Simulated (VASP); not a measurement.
Computed with PBE GGA, VASP's PBE PAW potentials (set 64) (plane waves; VASP).

VASP input:

File POSCAR:
```
WSe2
1
    1.6136179094    -2.7948669685     0.0000000000
    1.6136179094     2.7948669685     0.0000000000
    0.0000000000     0.0000000000    12.2610933364
W Se
2 4
Direct
  0.3333330000   0.6666670000   0.2500000000
  0.6666670000   0.3333330000   0.7500000000
  0.3333330000   0.6666670000   0.8880738249
  0.6666670000   0.3333330000   0.3880738249
  0.6666670000   0.3333330000   0.1119261751
  0.3333330000   0.6666670000   0.6119261751
```

**KPOINTS**
```
Automatic mesh
0
Gamma
8 8 2
0 0 0
```

### INCAR
```
! general
SYSTEM  = WSe2
PREC    = Accurate
ENCUT   = 500
LREAL   = F
LASPH   = T

! electronic loop
EDIFF   = 1E-6
NELM    = 100
ALGO    = Normal
LMAXMIX = 6

! smearing
ISMEAR  = 0
SIGMA   = 0.05

! functional
GGA     = PE

! ions
IBRION  = 2
NSW     = 40
ISIF    = 3
EDIFFG  = -0.02
PSTRESS = 200

! output
LWAVE   = F
LCHARG  = F
```

POTCAR, in this order: W_sv Se (PBE.64 set). Program: vasp_std.

Output

OUTCAR:
```
 ion  position               nearest neighbor table
   1  0.333  0.667  0.250-   4 2.52   5 2.52   4 2.52   5 2.52   4 2.52   5 2.52
   2  0.667  0.333  0.750-   3 2.52   6 2.52   3 2.52   6 2.52   3 2.52   6 2.52
   3  0.333  0.667  0.888-   2 2.52   2 2.52   2 2.52
   4  0.667  0.333  0.388-   1 2.52   1 2.52   1 2.52
   5  0.667  0.333  0.112-   1 2.52   1 2.52   1 2.52
   6  0.333  0.667  0.612-   2 2.52   2 2.52   2 2.52
  LATTYP: Found a hexagonal cell.
 ALAT       =     3.2272347496
 C/A-ratio  =     3.7992567283
 Subroutine PRICEL returns:
 Original cell was already a primitive cell.
 Subroutine GETGRP returns: Found 24 space group operations
The static configuration has the point symmetry D_3d.
 The point group associated with its full space group is D_6h.
The dynamic configuration has the point symmetry D_3d.
 Subroutine INISYM returns: Found 24 space group operations
 Subroutine IBZKPT returns following result:
 Found     20 irreducible k-points:

 Following reciprocal coordinates:
            Coordinates               Weight
  0.000000  0.000000  0.000000      1.000000
  0.125000  0.000000  0.000000      6.000000
  0.250000  0.000000  0.000000      6.000000
  0.375000  0.000000  0.000000      6.000000
  0.500000  0.000000  0.000000      3.000000
  0.125000  0.125000  0.000000      6.000000
  0.250000  0.125000  0.000000     12.000000
  0.375000  0.125000  0.000000     12.000000
  0.250000  0.250000  0.000000      6.000000
  0.375000  0.250000  0.000000      6.000000
  0.000000  0.000000  0.500000      1.000000
  0.125000  0.000000  0.500000      6.000000
  0.250000  0.000000  0.500000      6.000000
  0.375000  0.000000  0.500000      6.000000
  0.500000  0.000000  0.500000      3.000000
  0.125000  0.125000  0.500000      6.000000
  0.250000  0.125000  0.500000     12.000000
  0.375000  0.125000  0.500000     12.000000
  0.250000  0.250000  0.500000      6.000000
  0.375000  0.250000  0.500000      6.000000
   k-points           NKPTS =     20   k-points in BZ     NKDIM =     20   number of bands    NBANDS=     31
   number of dos      NEDOS =    301   number of ions     NIONS =      6
   total plane-waves  NPLWV =  51840
   dimension x,y,z NGX =    24 NGY =   24 NGZ =   90
   dimension x,y,z NGXF=    48 NGYF=   48 NGZF=  180
   ions per type =               2   4
   PREC   = accura    normal or accurate (medium, high low for compatibility)
   ISTART =      0    job   : 0-new  1-cont  2-samecut
   ICHARG =      2    charge: 1-file 2-atom 10-const
   ISPIN  =      1    spin polarized calculation?
   LNONCOLLINEAR =      F non collinear calculations
   LSORBIT =      F    spin-orbit coupling
   INIWAV =      1    electr: 0-lowe 1-rand  2-diag
   ENCUT  =  500.0 eV  36.75 Ry    6.06 a.u.   5.88  5.88 22.35*2*pi/ulx,y,z
   NELM   =    100;   NELMIN=  2; NELMDL= -5     # of ELM steps
   EDIFF  = 0.1E-05   stopping-criterion for ELM
   LREAL  =      F    real-space projection
   NLSPLINE    = F    spline interpolate recip. space projectors
   LMAXMIX     =    6 max onsite mixed and CHGCAR
   VOSKOWN=      0    Vosko Wilk Nusair interpolation
   EDIFFG = -.2E-01   stopping-criterion for IOM
   NSW    =     40    number of steps for IOM
   NBLOCK =      1;   KBLOCK =     40    inner block; outer block
   IBRION =      2    ionic relax: 0-MD 1-quasi-New 2-CG
   NFREE  =      1    steps in history (QN), initial steepest desc. (CG)
   ISIF   =      3    stress and relaxation
   ISYM   =      2    0-nonsym 1-usesym 2-fastsym
   TEIN   =    0.0    initial temperature
   TEBEG  =    0.0;   TEEND  =   0.0 temperature during run
   SMASS  =  -3.00    Nose mass-parameter (am)
   PSTRESS=  200.0 pullay stress
   NELECT =      52.0000    total number of electrons
   EFERMI =   0.00;   METHOD = LEGACY
...
```

### OSZICAR
```
...
DAV:  10    -0.395138172930E+02    0.13266E-05   -0.25585E-06  1157   0.833E-03    0.858E-03
DAV:  11    -0.395138166535E+02    0.63945E-06   -0.28508E-07   851   0.399E-03
   2 F= -.27884881E+02 E0= -.27884881E+02  d E =0.102728E+01
       N       E                     dE             d eps       ncg     rms          rms(c)
DAV:   1    -0.479713378869E+02   -0.84575E+01   -0.14428E+02  1332   0.113E+02    0.273E+01
DAV:   2    -0.436538861714E+02    0.43175E+01   -0.35448E+01  1422   0.381E+01    0.830E+00
DAV:   3    -0.424993623084E+02    0.11545E+01   -0.83616E+00  1419   0.119E+01    0.354E+00
DAV:   4    -0.422713649168E+02    0.22800E+00   -0.91322E-01  1366   0.634E+00    0.156E+00
DAV:   5    -0.422632065189E+02    0.81584E-02   -0.13632E-01  1544   0.199E+00    0.161E+00
DAV:   6    -0.422592985629E+02    0.39080E-02   -0.41510E-02  1476   0.113E+00    0.634E-01
DAV:   7    -0.422570806241E+02    0.22179E-02   -0.91241E-03  1366   0.678E-01    0.221E-01
DAV:   8    -0.422572078924E+02   -0.12727E-03   -0.12036E-03  1628   0.199E-01    0.138E-01
DAV:   9    -0.422571308093E+02    0.77083E-04   -0.25336E-04  1508   0.104E-01    0.321E-02
DAV:  10    -0.422571279503E+02    0.28590E-05   -0.40223E-05  1556   0.285E-02    0.212E-02
DAV:  11    -0.422571268523E+02    0.10980E-05   -0.11173E-05  1401   0.198E-02    0.756E-03
DAV:  12    -0.422571268468E+02    0.55279E-08   -0.66976E-07   746   0.453E-03
   3 F= -.29084354E+02 E0= -.29084354E+02  d E =-.172197E+00
       N       E                     dE             d eps       ncg     rms          rms(c)
DAV:   1    -0.422337884100E+02    0.23338E-01   -0.32569E-02  1331   0.160E+00    0.433E-01
DAV:   2    -0.422327678235E+02    0.10206E-02   -0.57512E-03  1413   0.512E-01    0.111E-01
DAV:   3    -0.422325525203E+02    0.21530E-03   -0.11426E-03  1434   0.143E-01    0.434E-02
DAV:   4    -0.422325121704E+02    0.40350E-04   -0.17996E-04  1443   0.870E-02    0.342E-02
DAV:   5    -0.422325126512E+02   -0.48080E-06   -0.24782E-05  1518   0.308E-02    0.236E-02
DAV:   6    -0.422325131928E+02   -0.54163E-06   -0.97222E-06  1294   0.158E-02
   4 F= -.29084717E+02 E0= -.29084717E+02  d E =-.172560E+00
       N       E                     dE             d eps       ncg     rms          rms(c)
DAV:   1    -0.422027939939E+02    0.29719E-01   -0.78229E+00  1375   0.188E+01    0.276E+00
DAV:   2    -0.420998207216E+02    0.10297E+00   -0.55017E-01  1385   0.520E+00    0.984E-01
DAV:   3    -0.420748476439E+02    0.24973E-01   -0.60849E-02  1482   0.132E+00    0.760E-01
DAV:   4    -0.420711788088E+02    0.36688E-02   -0.11619E-02  1339   0.653E-01    0.667E-01
DAV:   5    -0.420700807926E+02    0.10980E-02   -0.35294E-03  1422   0.346E-01    0.101E-01
DAV:   6    -0.420698880971E+02    0.19270E-03   -0.10198E-03  1448   0.165E-01    0.373E-02
DAV:   7    -0.420698839142E+02    0.41829E-05   -0.11789E-04  1507   0.596E-02    0.195E-02
DAV:   8    -0.420698836637E+02    0.25050E-06   -0.60717E-06  1408   0.145E-02
   5 F= -.29162960E+02 E0= -.29162960E+02  d E =-.782423E-01
       N       E                     dE             d eps       ncg     rms          rms(c)
DAV:   1    -0.420170719314E+02    0.52812E-01   -0.62482E-01  1375   0.535E+00    0.780E-01
DAV:   2    -0.420088067327E+02    0.82652E-02   -0.45274E-02  1399   0.149E+00    0.289E-01
DAV:   3    -0.420067942624E+02    0.20125E-02   -0.51636E-03  1483   0.375E-01    0.210E-01
DAV:   4    -0.420064691657E+02    0.32510E-03   -0.10372E-03  1338   0.198E-01    0.187E-01
DAV:   5    -0.420063955169E+02    0.73649E-04   -0.25293E-04  1438   0.924E-02    0.336E-02
DAV:   6    -0.420063776129E+02    0.17904E-04   -0.98575E-05  1484   0.509E-02    0.113E-02
DAV:   7    -0.420063770744E+02    0.53850E-06   -0.10769E-05  1304   0.182E-02    0.517E-03
DAV:   8    -0.420063769609E+02    0.11352E-06   -0.54789E-07   767   0.490E-03
   6 F= -.29166858E+02 E0= -.29166858E+02  d E =-.821404E-01
       N       E                     dE             d eps       ncg     rms          rms(c)
DAV:   1    -0.420420961082E+02   -0.35719E-01   -0.34508E+00  1247   0.120E+01    0.140E+00
DAV:   2    -0.419958982534E+02    0.46198E-01   -0.40197E-01  1483   0.364E+00    0.838E-01
DAV:   3    -0.419861977949E+02    0.97005E-02   -0.27105E-02  1498   0.943E-01    0.389E-01
DAV:   4    -0.419824432477E+02    0.37545E-02   -0.13513E-02  1402   0.624E-01    0.112E-01
DAV:   5    -0.419824204236E+02    0.22824E-04   -0.68832E-04  1388   0.150E-01    0.608E-02
DAV:   6    -0.419824143874E+02    0.60363E-05   -0.11506E-04  1599   0.598E-02    0.481E-02
DAV:   7    -0.419824083702E+02    0.60172E-05   -0.43661E-05  1467   0.371E-02    0.154E-02
DAV:   8    -0.419824076523E+02    0.71788E-06   -0.50006E-06  1272   0.115E-02
   7 F= -.29187998E+02 E0= -.29187998E+02  d E =-.211399E-01
       N       E                     dE             d eps       ncg     rms          rms(c)
DAV:   1    -0.419753425667E+02    0.70658E-02   -0.51971E-01  1247   0.470E+00    0.548E-01
DAV:   2    -0.419684243216E+02    0.69182E-02   -0.60293E-02  1475   0.143E+00    0.327E-01
DAV:   3    -0.419669593796E+02    0.14649E-02   -0.40781E-03  1484   0.366E-01    0.153E-01
DAV:   4    -0.419663848871E+02    0.57449E-03   -0.21352E-03  1401   0.246E-01    0.443E-02
DAV:   5    -0.419663798430E+02    0.50441E-05   -0.10456E-04  1395   0.583E-02    0.240E-02
DAV:   6    -0.419663784218E+02    0.14212E-05   -0.25596E-05  1607   0.279E-02    0.198E-02
DAV:   7    -0.419663766374E+02    0.17844E-05   -0.88953E-06  1271   0.165E-02    0.620E-03
DAV:   8    -0.419663764240E+02    0.21342E-06   -0.82976E-07   697   0.547E-03
   8 F= -.29189973E+02 E0= -.29189973E+02  d E =-.231154E-01
       N       E                     dE             d eps       ncg     rms          rms(c)
DAV:   1    -0.419651224409E+02    0.12542E-02   -0.26785E-03  1247   0.338E-01    0.396E-02
DAV:   2    -0.419650872241E+02    0.35217E-04   -0.31643E-04  1490   0.103E-01    0.234E-02
DAV:   3    -0.419650796398E+02    0.75843E-05   -0.21648E-05  1491   0.265E-02    0.110E-02
DAV:   4    -0.419650763917E+02    0.32481E-05   -0.11117E-05  1422   0.178E-02    0.316E-03
DAV:   5    -0.419650763453E+02    0.46430E-07   -0.49665E-07   704   0.420E-03
   9 F= -.29189975E+02 E0= -.29189975E+02  d E =-.231176E-01
       N       E                     dE             d eps       ncg     rms          rms(c)
DAV:   1    -0.419498855420E+02    0.15191E-01   -0.18743E-02  1296   0.116E+00    0.327E-01
DAV:   2    -0.419494570651E+02    0.42848E-03   -0.31791E-03  1470   0.366E-01    0.960E-02
DAV:   3    -0.419493663625E+02    0.90703E-04   -0.83547E-04  1425   0.124E-01    0.464E-02
DAV:   4    -0.419493373469E+02    0.29016E-04   -0.11527E-04  1492   0.696E-02    0.139E-02
DAV:   5    -0.419493379031E+02   -0.55624E-06   -0.16956E-05  1586   0.246E-02    0.163E-02
DAV:   6    -0.419493389785E+02   -0.10754E-05   -0.37517E-06  1136   0.123E-02    0.541E-03
DAV:   7    -0.419493389587E+02    0.19890E-07   -0.83949E-07   669   0.738E-03
  10 F= -.29189868E+02 E0= -.29189868E+02  d E =0.107731E-03
       N       E                     dE             d eps       ncg     rms          rms(c)
DAV:   1    -0.419601009147E+02   -0.10762E-01   -0.82751E-03  1296   0.768E-01    0.219E-01
DAV:   2    -0.419599086684E+02    0.19225E-03   -0.14391E-03  1470   0.245E-01    0.643E-02
DAV:   3    -0.419598643881E+02    0.44280E-04   -0.37719E-04  1404   0.836E-02    0.313E-02
DAV:   4    -0.419598484623E+02    0.15926E-04   -0.52261E-05  1499   0.467E-02    0.909E-03
DAV:   5    -0.419598465470E+02    0.19153E-05   -0.74823E-06  1363   0.164E-02    0.109E-02
DAV:   6    -0.419598454738E+02    0.10731E-05   -0.16937E-06   788   0.952E-03    0.356E-03
DAV:   7    -0.419598453757E+02    0.98173E-07   -0.54609E-07   641   0.631E-03
  11 F= -.29190010E+02 E0= -.29190010E+02  d E =-.342287E-04
```

**OUTCAR**
```
------------------------ aborting loop because EDIFF is reached ----------------------------------------
  FORCE on cell =-STRESS in cart. coord.  units (eV):
  Direction    XX          YY          ZZ          XY          YZ          ZX
  --------------------------------------------------------------------------------------
  Total       12.8122973     12.8122767     12.7951139      0.0000000      0.0000000      0.0000000
  in kB      200.6650307    200.6647075    200.3959061      0.0000000      0.0000000      0.0000000
  external PRESSURE =       0.5752148 kB  Pullay stress =     200.0000000 kB
  volume of cell :      102.30
      direct lattice vectors                 reciprocal lattice vectors
     1.577659768 -2.732584674  0.000000000     0.316925113 -0.182976947 -0.000000000
     1.577659768  2.732584674 -0.000000000     0.316925113  0.182976947 -0.000000000
     0.000000000 -0.000000000 11.864485793    -0.000000000  0.000000000  0.084285153
 POSITION                                       TOTAL-FORCE (eV/Angst)
 -----------------------------------------------------------------------------------
      1.57766      0.91086      2.96612         0.000000     -0.000000      0.000000
      1.57766     -0.91086      8.89836        -0.000000     -0.000000      0.000000
      1.57766      0.91086     10.59949        -0.000000      0.000000     -0.005431
      1.57766     -0.91086      4.66725        -0.000000      0.000000     -0.005431
      1.57766     -0.91086      1.26500        -0.000000     -0.000000      0.005431
      1.57766      0.91086      7.19724        -0.000000     -0.000000      0.005431
 -----------------------------------------------------------------------------------
    total drift:                                0.000110      0.000983     -0.000033
  FREE ENERGIE OF THE ION-ELECTRON SYSTEM (eV)
  ---------------------------------------------------
  free  energy   TOTEN  =       -41.9598453757 eV

  energy  without entropy=      -41.9598453757  energy(sigma->0) =      -41.95984538
  enthalpy is  TOTEN    =       -29.1900097061 eV   P V=       12.7698356696

 reached required accuracy - stopping structural energy minimisation
```
(Selected blocks of OUTCAR.)

**CONTCAR**
```
WSe2
   1.00000000000000
     1.5776597678682025   -2.7325846744945945    0.0000000000000000
     1.5776597678682025    2.7325846744945945   -0.0000000000000000
     0.0000000000000000   -0.0000000000000000   11.8644857928130047
  W               Se
     2     4
Direct
     0.3333330000000032    0.6666669999999968    0.2500000000000000
     0.6666669999999968    0.3333330000000032    0.7500000000000000
     0.3333330000000032    0.6666669999999968    0.8933796066776512
     0.6666669999999968    0.3333330000000032    0.3933796066776512
     0.6666669999999968    0.3333330000000032    0.1066203933223488
     0.3333330000000032    0.6666669999999968    0.6066203933223488
```

**OUTCAR**
```
 val. band max:        8.6326300213   @ k =   0.0000   0.0000   0.0000

 cond. band min:       9.1762097316   @ k =   0.2500   0.1250   0.0000


 Fermi energy:         8.9496815634

 k-point     1 :       0.0000    0.0000    0.0000
  band No.  band energies     occupation
      1     -65.7726      2.00000
      2     -65.7726      2.00000
      3     -30.1286      2.00000
      4     -30.1284      2.00000
      5     -29.8667      2.00000
      6     -29.8667      2.00000
      7     -29.8667      2.00000
      8     -29.8667      2.00000
      9      -7.8598      2.00000
     10      -6.9981      2.00000
     11      -6.8392      2.00000
     12      -5.4945      2.00000
     13       0.0896      2.00000
     14       2.3880      2.00000
     15       3.6646      2.00000
     16       5.8276      2.00000
     17       5.8276      2.00000
     18       5.8842      2.00000
     19       5.8842      2.00000
     20       6.6779      2.00000
     21       7.0132      2.00000
     22       7.0133      2.00000
     23       7.2106      2.00000
     24       7.2106      2.00000
     25       8.2234      2.00000
     26       8.6326      2.00000
     27      11.1004      0.00000
     28      11.1004      0.00000
     29      11.2559      0.00000
     30      11.2559      0.00000
     31      11.4318      0.00000

 k-point     2 :       0.1250    0.0000    0.0000
  band No.  band energies     occupation
      1     -65.7698      2.00000
      2     -65.7698      2.00000
      3     -30.1180      2.00000
      4     -30.1178      2.00000
      5     -29.9212      2.00000
      6     -29.9212      2.00000
      7     -29.8793      2.00000
      8     -29.8793      2.00000
      9      -7.5827      2.00000
     10      -6.7234      2.00000
     11      -6.6564      2.00000
     12      -5.3767      2.00000
     13       0.4383      2.00000
     14       2.7340      2.00000
     15       3.4872      2.00000
     16       5.0306      2.00000
     17       5.1796      2.00000
...
```

Energy and stress use the plane-wave basis of the starting cell. Without a dispersion term in the relaxation, distances and binding between the weakly bound layers, chains or molecules are unreliable, and so is what depends on them. Unless said otherwise, spin-orbit coupling is left out, though it shifts the bands of the heavy elements here.

The compound is WSe2 in the 2H layered structure. This run relaxes it under an external pressure of 20 GPa. Symmetry was kept, so distortions that lower it aren't found.
